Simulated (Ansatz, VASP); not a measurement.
## Si53Ge13 (liquid Si0.8Ge0.2 at 2700 K) in two plane-wave programs

Aim: how closely do two programs agree when they are given the same cell, functional and k mesh? The cell is taken from a series of runs on this material, whose earlier steps may have relaxed, scaled, displaced or heated it; both programs get it as it stands.

Calculated with Ansatz 0.2.0; plane waves, with VASP 6.6.1 beside it; r2SCAN.

### 1. Starting point

The cell holds 132 atoms: 106 Si and 26 Ge. Its edges and angles: a = 13.982 Å, b = 13.982 Å, c = 13.982 Å, α = 90.0°, β = 90.0°, γ = 90.0°. As first built, before any earlier steps moved the atoms or strained the cell (in the runner's words): 132 atoms (106 Si, 26 Ge) placed at random at 2.96 g/cm^3, melted at 3500 K for 10 ps at fixed volume with the Tersoff potential (Tersoff, Phys. Rev. B 39, 5566 (1989)). Snapshot at the end of a hold of 5 ps at 2700 K and fixed volume.

### 2. Ansatz: single point, r2SCAN

Ansatz runs on its default PAW (the set named soft_2) files.

With cell and atoms fixed, the geometry can't cause a difference; cores, projectors, grids and the points listed under the comparison can.

input.yaml

```yaml
crystal:
  lattice:
    - [13.9815, 0.0, 0.0]
    - [0.0, 13.9815, 0.0]
    - [0.0, 0.0, 13.9815]
  atoms:
    - { symbol: Si, position: [0.1867, 0.8985, 0.38019] }
    - { symbol: Si, position: [0.11515, 0.64406, 0.48512] }
    - { symbol: Si, position: [0.16986, 0.79267, 0.58303] }
    - { symbol: Si, position: [0.20549, 0.51542, 0.20547] }
    - { symbol: Si, position: [0.77558, 0.74978, 0.47606] }
    - { symbol: Si, position: [0.37728, 0.77872, 0.0108] }
    - { symbol: Si, position: [0.99331, 0.46936, 0.8854] }
    - { symbol: Si, position: [0.33224, 0.85647, 0.762] }
    - { symbol: Si, position: [0.2874, 0.70836, 0.85079] }
    - { symbol: Si, position: [0.93993, 0.38359, 0.4892] }
    - { symbol: Si, position: [0.28808, 0.99654, 0.25835] }
    - { symbol: Si, position: [0.0002, 0.6431, 0.95419] }
    - { symbol: Si, position: [0.51501, 0.99486, 0.62888] }
    - { symbol: Si, position: [0.23726, 0.56977, 0.37636] }
    - { symbol: Si, position: [0.42344, 0.47786, 0.99705] }
    - { symbol: Si, position: [0.25275, 0.73668, 0.31918] }
    - { symbol: Si, position: [0.96034, 0.64045, 0.40937] }
    - { symbol: Si, position: [0.79934, 0.12052, 0.43775] }
    - { symbol: Si, position: [0.35231, 0.21636, 0.73982] }
    - { symbol: Si, position: [0.51955, 0.93595, 0.90892] }
    - { symbol: Si, position: [0.29176, 0.33242, 0.26049] }
    - { symbol: Si, position: [0.63324, 0.77894, 0.91815] }
    - { symbol: Si, position: [0.04651, 0.18034, 0.65624] }
    - { symbol: Si, position: [0.99491, 0.23754, 0.45128] }
    - { symbol: Si, position: [0.00283, 0.87841, 0.34099] }
    - { symbol: Si, position: [0.02449, 0.74424, 0.63537] }
    - { symbol: Si, position: [0.3654, 0.0509, 0.67646] }
    - { symbol: Si, position: [0.12114, 0.15666, 0.94691] }
    - { symbol: Si, position: [0.6106, 0.06868, 0.92659] }
    - { symbol: Si, position: [0.04743, 0.57784, 0.16728] }
[... 96 atom lines left out ...]
    - { symbol: Ge, position: [0.16801, 0.70493, 0.93984] }
    - { symbol: Ge, position: [0.44127, 0.72035, 0.50755] }
    - { symbol: Ge, position: [0.15418, 0.21164, 0.11867] }
    - { symbol: Ge, position: [0.0151, 0.90512, 0.72354] }
    - { symbol: Ge, position: [0.12086, 0.88496, 0.96266] }
    - { symbol: Ge, position: [0.84531, 0.92744, 0.23454] }
kpoints:
  mp_grid: { grid: [1, 1, 1] }
hamiltonian:
  xc: r2scan
scf:
  occupations: { method: fermi_dirac, width: 0.025 }
output:
  forces: true
```

Started as:

```sh
ansatz run input.yaml --threads 8 --pin off --max-ram 15872MiB --backend cpu --events-out ev --progress --plain --runs-dir out
```

Numbers of over 12 decimals in the logs are rounded to 6 here.

Log:

```text
Engine: ansatz 0.2.0, aarch64-unknown-linux-gnu
Pseudopotentials: kind: paw
Pseudopotential: Si, paw, valence charge 4, recommended cutoff 500 eV (meta_gga), Si.paw.azcp
Pseudopotential: Ge, paw, valence charge 14, recommended cutoff 500 eV (meta_gga), Ge.paw.azcp
Functional definition: r2SCAN
  parameter k0 = 0.174
  parameter k1 = 0.065
  parameter a1 = 4.9479
  exchange = r2scan_x(k0 = k0, k1 = k1, a1 = a1)
  correlation = r2scan_c
Crystal: 132 atoms, lattice volume = 2733.136 Å³
Basis set: ecut = 500 eV, 69239 PW (Γ), exchange–correlation on 432×432×432 points (64 copies of the dense FFT grid, shifted against one another)
Bands: 526, of which v1, the nominal top of the filled ones, is band 394 counted from 1 (393 counted from 0)
Symmetry: 1 space group operations
Space group: P1 (ITA 1), of the structure as read, at distance tolerance 1.4e-4 Å
k-points: 1
Non-local potential: Si, projectors of the file, l = 0: 2, l = 1: 2, l = 2: 2
Non-local potential: Ge, projectors of the file, l = 0: 2, l = 1: 2, l = 2: 3, l = 3: 1
PAW form: soft (Blöchl's): semilocal exchange-correlation on the pseudo side does not see the compensation charge
PAW frozen core: Si, regenerated for the run's functional (the file was generated under x = pbe(κ = 0.804, μ = 0.219515), c = pbe(β = 0.066725))
PAW frozen core: Ge, regenerated for the run's functional (the file was generated under x = pbe(κ = 0.804, μ = 0.219515), c = pbe(β = 0.066725))
PAW one-centre angular grid: Si, 302 points (default); XC on 160 Gauss nodes
PAW one-centre angular grid: Ge, 590 points (default); XC on 160 Gauss nodes
Initial density: superposition of atomic densities (neutral atoms: chi_scale 0, normalization atom), corrected by the library's trained network
Initial wavefunctions: pseudopotential atomic-orbital guess
Functional: x = r2scan, c = r2scan; τ floored in thin density (d = 2e-4 eV/Å³)
SCF iter   1: F=—  HF=-179522.253181 eV  |F-HF|=—  |Δ(HF+E_count)|=         —  Δρ=6.62e-3  dr2=3.10e0  dr2_τ=4.83e-1  ethr=1.77e-3  ⟨swp⟩=6.0  Hψ=2230  notcnv=0  defer=33
preconditioner: auto → Resta (q_TF=auto, 2.218 Å⁻¹)  ε∞=5.5  [insulator: Δε(μ)=0.079 eV  Ē_g=7.686 eV  σ=0.025 eV  W_gap=0.66  n_scr=484 (ndim 8)  ℏωp=16.3 eV  f_vac=0.005  D(μ)=31.15/eV (n_scr^D=146)  ε∞_Penn≈5.5]
SCF iter   2: F=—  HF=-179522.903658 eV  |F-HF|=—  |Δ(HF+E_count)|=   6.50e-1  Δρ=3.69e-3  dr2=1.62e0  dr2_τ=4.48e-3  ethr=3.93e-4  ⟨swp⟩=2.0  Hψ=1016  notcnv=0  defer=101
preconditioner: auto → Kerker (q_TF=auto, 2.218 Å⁻¹)  [metal: Δε(μ)=0.041 eV  Ē_g=7.674 eV  σ=0.025 eV  W_gap=0.39  n_scr=484 (ndim 8)  ℏωp=16.3 eV  f_vac=0.005  D(μ)=49.19/eV (n_scr^D=256)]
SCF iter   3: F=—  HF=-179522.848899 eV  |F-HF|=—  |Δ(HF+E_count)|=   5.48e-2  Δρ=2.48e-3  dr2=3.47e-1  dr2_τ=4.92e-4  ethr=2.06e-4  ⟨swp⟩=1.0  Hψ=425  notcnv=0  defer=101
SCF iter   4: F=—  HF=-179522.833474 eV  |F-HF|=—  |Δ(HF+E_count)|=   1.54e-2  Δρ=3.50e-4  dr2=7.30e-3  dr2_τ=4.27e-5  ethr=4.40e-5  ⟨swp⟩=3.0  Hψ=837  notcnv=0  defer=101
SCF iter   5: F=—  HF=-179522.834046 eV  |F-HF|=—  |Δ(HF+E_count)|=   5.72e-4  Δρ=2.09e-4  dr2=3.03e-3  dr2_τ=1.23e-5  ethr=9.27e-7  ⟨swp⟩=2.0  Hψ=820  notcnv=0  defer=101
SCF iter   6: F=—  HF=-179522.833943 eV  |F-HF|=—  |Δ(HF+E_count)|=   1.03e-4  Δρ=7.98e-5  dr2=7.26e-4  dr2_τ=1.93e-6  ethr=3.84e-7  ⟨swp⟩=2.0  Hψ=819  notcnv=0  defer=101
SCF iter   7: F=—  HF=-179522.833986 eV  |F-HF|=—  |Δ(HF+E_count)|=   4.23e-5  Δρ=3.81e-5  dr2=1.20e-4  dr2_τ=4.89e-7  ethr=9.21e-8  ⟨swp⟩=2.0  Hψ=798  notcnv=0  defer=101
SCF iter   8: F=—  HF=-179522.833965 eV  |F-HF|=—  |Δ(HF+E_count)|=   2.09e-5  Δρ=1.96e-5  dr2=3.11e-5  dr2_τ=1.09e-7  ethr=1.52e-8  ⟨swp⟩=2.0  Hψ=814  notcnv=0  defer=101
SCF iter   9: F=—  HF=-179522.835233 eV  |F-HF|=—  |Δ(HF+E_count)|=   1.27e-3  Δρ=8.23e-6  dr2=7.23e-6  dr2_τ=1.78e-8  ethr=3.94e-9  ⟨swp⟩=2.0  Hψ=914  notcnv=0  defer=101
SCF iter  10: F=—  HF=-179522.835234 eV  |F-HF|=—  |Δ(HF+E_count)|=   8.87e-7  Δρ=2.74e-6  dr2=1.04e-6  dr2_τ=2.18e-9  ethr=9.17e-10  ⟨swp⟩=2.0  Hψ=772  notcnv=0  defer=101
SCF iter  11: F=—  HF=-179522.835234 eV  |F-HF|=—  |Δ(HF+E_count)|=   9.88e-8  Δρ=1.19e-6  dr2=1.64e-7  dr2_τ=3.65e-10  ethr=1.32e-10  ⟨swp⟩=2.0  Hψ=815  notcnv=0  defer=101
SCF iter  12: F=-179522.835234 eV  HF=-179522.835234 eV  |F-HF|=7.83e-8  |Δ(HF+E_count)|=   2.26e-8  Δρ=9.51e-7  dr2=5.43e-8  dr2_τ=2.27e-10  ethr=1.27e-11  ⟨swp⟩=3.0  Hψ=1320  notcnv=0
SCF 1 converged in 12 iterations: F = -179522.835234 eV  dr2 = 5.43e-8
  greatest PAW one-centre occupation: 0.998 electrons in one spin orbital (limit 2), on the Ge atom at site 108 (counted from 0), in its partial waves of l = 2
SCF converged after 12 iterations
Free energy (F): -179522.835234 eV
Harris-Foulkes:  -179522.835234 eV  (|F-HF|=7.83e-8)
Internal energy: -179522.740221 eV  (E = F + TS)
E sigma→0 (E₀):  -179522.787727 eV
Entropy (-TS):   -0.095012 eV (-0.720 meV/atom)
Fermi energy:    6.799341 eV
--- Per-component energies (eV) ---
  E_band       = -4113.457499
  E_kinetic    = 7043.263041
  E_local      = -86419.573769  (includes V_loc(G=0)·N_el)
  E_nonlocal   = 13508.680487
  E_hartree    = 38509.393928
  E_xc         = -7200.460929
  E_vxc        = -6980.221678  (∫ρ·V_xc dr)
  E_paw        = -107866.403179  (= ΣΔE_a)
  E_vpaw       = -8600.317346  (= ΣTr[D̂ρ^β])
  E_aug_tail   = 0.000915  (compensation charges beyond the density's cutoff)
  E_vtau       = 315.925551  (kinetic-family band-sum trace: ∫τ·v_τ [+ j·A + Jᵃ·Aᵃ] dr)
  E_ewald      = -37061.308908
  E_core_change = -36.331806  (= ΣΔE_core)
  E_smearing   = -0.095012  (= −TS)
  E_closure    = -0.000000  (closes the sum)
  Σ components = -179522.835234   (vs F -179522.835234, Δ=0.00e0)
--- Forces (eV/Å), atoms counted from 1 ---
  atom   1  Si    -0.25904412     0.10273900    -0.17589115
  atom   2  Si     0.16343067    -0.12723392    -0.14251198
  atom   3  Si     0.73764932    -1.57415235    -0.81499737
  atom   4  Si     0.60525050    -0.02355355     0.17028557
  atom   5  Si     1.15195519     0.80627587     1.63256888
  atom   6  Si    -0.06774399    -0.69238681     0.01669465
  atom   7  Si    -0.14304172    -0.04890833    -0.10498278
  atom   8  Si    -3.03007488     0.10470457    -0.12430023
  atom   9  Si     4.04552445     0.42413590    -3.11723214
  atom  10  Si    -1.88019559     0.93894007     0.36856666
  atom  11  Si    -0.26577082    -0.66060405     0.12997251
  atom  12  Si     0.30844320     0.10642880    -0.03926326
  atom  13  Si     1.49619643     1.94745248    -2.10417837
  atom  14  Si     0.56954549     0.45456657    -0.48194594
  atom  15  Si    -0.15564371     0.27382122    -1.12887500
  atom  16  Si    -0.70580324    -0.18284558    -0.51788951
  atom  17  Si     0.43083391     0.37199313    -0.63001677
  atom  18  Si    -0.17470377    -1.09833948    -0.91445861
  atom  19  Si    -1.37926853    -0.46281348    -1.06517344
  atom  20  Si     0.11491973    -1.49139549    -0.68790853
  atom  21  Si    -1.39703402     0.45901278     7.06586321
  atom  22  Si    -0.74828251     0.40232372     0.09797989
  atom  23  Si    -0.92695731     0.31642724     1.73836741
  atom  24  Si     1.38021558     0.45070340    -2.43902296
[...]
atom 125  Ge    -0.00465072     0.00945805    -0.87956744
  atom 126  Ge     0.74497795    -0.06660967    -0.53362198
  atom 127  Ge    -4.54346346     0.70939871     2.60965861
  atom 128  Ge    -0.43921086     0.50382033    -0.24583615
  atom 129  Ge     0.02237277     2.14602633    -1.07604427
  atom 130  Ge    -0.52779984    -0.28380340     0.01064002
  atom 131  Ge    -0.10970573    -0.82508430     0.46804039
  atom 132  Ge     0.23279069     0.02081324     0.82453204
  max |Σ_I F_I| component: 1.61e-5 eV/Å
```

### 3. VASP: single point, r2SCAN

The same cell, functional, mesh and smearing now go to VASP, with its own data sets.

Lines of VASP's logs that name or quote its potential files are left out, and so is its time.

INCAR

```
SYSTEM = Si53Ge13
PREC = Accurate
ENCUT = 450
EDIFF = 1E-06
NELM = 120
ISMEAR = -1
SIGMA = 0.025
LREAL = Auto
ALGO = Normal
METAGGA = R2SCAN
LASPH = .TRUE.
NBANDS = 486
LORBIT = 11
LWAVE = .FALSE.
LCHARG = .FALSE.
ISIF = 2
GGA_COMPAT = .FALSE.
LMIXTAU = .TRUE.
```

POSCAR

```
Si53Ge13
1.0
   13.9815000000      0.0000000000      0.0000000000
    0.0000000000     13.9815000000      0.0000000000
    0.0000000000      0.0000000000     13.9815000000
Si Ge
106 26
Direct
    0.1867000000      0.8985000000      0.3801900000
    0.1151500000      0.6440600000      0.4851200000
    0.1698600000      0.7926700000      0.5830300000
    0.2054900000      0.5154200000      0.2054700000
    0.7755800000      0.7497800000      0.4760600000
    0.3772800000      0.7787200000      0.0108000000
    0.9933100000      0.4693600000      0.8854000000
    0.3322400000      0.8564700000      0.7620000000
    0.2874000000      0.7083600000      0.8507900000
    0.9399300000      0.3835900000      0.4892000000
    0.2880800000      0.9965400000      0.2583500000
    0.0002000000      0.6431000000      0.9541900000
    0.5150100000      0.9948600000      0.6288800000
    0.2372600000      0.5697700000      0.3763600000
    0.4234400000      0.4778600000      0.9970500000
    0.2527500000      0.7366800000      0.3191800000
    0.9603400000      0.6404500000      0.4093700000
    0.7993400000      0.1205200000      0.4377500000
    0.3523100000      0.2163600000      0.7398200000
    0.5195500000      0.9359500000      0.9089200000
    0.2917600000      0.3324200000      0.2604900000
    0.6332400000      0.7789400000      0.9181500000
    0.0465100000      0.1803400000      0.6562400000
    0.9949100000      0.2375400000      0.4512800000
    0.0028300000      0.8784100000      0.3409900000
    0.0244900000      0.7442400000      0.6353700000
    0.3654000000      0.0509000000      0.6764600000
    0.1211400000      0.1566600000      0.9469100000
    0.6106000000      0.0686800000      0.9265900000
    0.0474300000      0.5778400000      0.1672800000
[... 96 atom lines left out ...]
    0.1680100000      0.7049300000      0.9398400000
    0.4412700000      0.7203500000      0.5075500000
    0.1541800000      0.2116400000      0.1186700000
    0.0151000000      0.9051200000      0.7235400000
    0.1208600000      0.8849600000      0.9626600000
    0.8453100000      0.9274400000      0.2345400000
```

KPOINTS

```
Automatic mesh
0
Gamma
1 1 1
0 0 0
```

The projector-augmented-wave data sets are Si and Ge_d (PBE family, release 64).

Started as:

```sh
export OMP_NUM_THREADS=3
mpirun -np 1 vasp_gam
```

Log:

```text
[banner, memory and clock lines left out]
running    1 mpi-ranks, on    1 nodes
[...]
Offloading initialized ...    1 GPUs detected
[...]
|                                                                             |
|               ----> ADVICE to this user running VASP <----                  |
|                                                                             |
|     You enforced a specific xc type in the INCAR file but a different       |
|     [... a line on the potential file left out ...]
|     I HOPE YOU KNOW WHAT YOU ARE DOING!                                     |
|                                                                             |

 LDA part: xc-table for (None), standard interpolation
 POSCAR, INCAR and KPOINTS ok, starting setup
[...]
entering main loop
       N       E                     dE             d eps       ncg     rms          rms(c)
DAV:   1     0.135182094281E+05    0.13518E+05   -0.26343E+05  1140   0.270E+03
DAV:   2     0.182500277889E+04   -0.11693E+05   -0.11295E+05   972   0.754E+02
DAV:   3    -0.881966511389E+03   -0.27070E+04   -0.25411E+04  1138   0.238E+02
DAV:   4    -0.127654697775E+04   -0.39458E+03   -0.36661E+03  1248   0.918E+01
[...]
DAV:  17    -0.119656253670E+04    0.27602E-05   -0.35495E-05  1160   0.177E-02    0.981E-03
DAV:  18    -0.119656253739E+04   -0.69215E-06   -0.14960E-05  1072   0.900E-03    0.470E-03
DAV:  19    -0.119656253680E+04    0.59070E-06   -0.28533E-06   704   0.935E-03
   1 F= -.11965625E+04 E0= -.11965150E+04  d E =-.951619E-01
```

OUTCAR, selected parts (step 3):

```text
  FREE ENERGIE OF THE ION-ELECTRON SYSTEM (eV)
  ---------------------------------------------------
  free  energy   TOTEN  =     -1196.5625368008 eV

  energy  without entropy=    -1196.4673748996  energy(sigma->0) =    -1196.51495585

[... 1 further part left out ...]
```

The run ends at a pressure of -1.39 GPa, with forces up to 7.4 eV/Å.

### 4. Comparison

Known differences besides the potentials themselves: VASP keeps PBE cores, Ansatz makes them for the functional; the cutoff is 500 eV in Ansatz and 450 eV in VASP (PREC = Accurate, projectors in real space). Total energies have different zeros and are not compared.

Compared:

| quantity | Ansatz | VASP | difference |
| --- | --- | --- | --- |
| gap on the k mesh (eV) | 0.051 | 0.051 | 0.000 |

Forces on 7 of the 132 atoms, those with the largest forces and the largest differences (eV/Å; atoms numbered as in POSCAR):

| atom | Ansatz x, y, z | VASP x, y, z |
| --- | --- | --- |
| Si9 | 4.046, 0.424, -3.117 | 4.040, 0.434, -3.114 |
| Si21 | -1.397, 0.459, 7.066 | -1.397, 0.449, 6.977 |
| Si34 | -0.471, 0.025, -7.483 | -0.470, 0.030, -7.401 |
| Si45 | -4.828, -1.581, -1.744 | -4.805, -1.576, -1.737 |
| Si79 | -1.499, 4.139, 0.859 | -1.484, 4.120, 0.854 |
| Si89 | 3.709, -1.174, -2.744 | 3.672, -1.163, -2.725 |
| Ge127 | -4.543, 0.709, 2.610 | -4.533, 0.712, 2.606 |

The forces differ by 10.0 meV/Å r.m.s., which is 0.8 % of the r.m.s. force of 1.199 eV/Å (both taken over all components). A gap on the mesh is an upper bound, since the band edges may lie between its points.

### 5. Outcome

| Quantity | Value |
| --- | --- |
| r.m.s. force difference (single point, r2SCAN) | 0.83 % of the r.m.s. force |

What this shows: The r.m.s. force difference is 0.83 % of the r.m.s. force (single point, r2SCAN), within the 3 % picked in this series as the mark of a large difference. How closely two codes agree says nothing of how well the functional describes the real material.

[Lines on the potential files, build, host, timing and source positions are cut from VASP's logs without a mark.]

[Logs are printed without paths, hosts, clocks, repeated set-up lines and the standing remarks that a program may print on its own settings, such as how far it seeks lower states.]

[Hosts, paths, dates, database ids (printed as entryN), source tags and the programs' standing remarks are cut or masked in the printed files.]
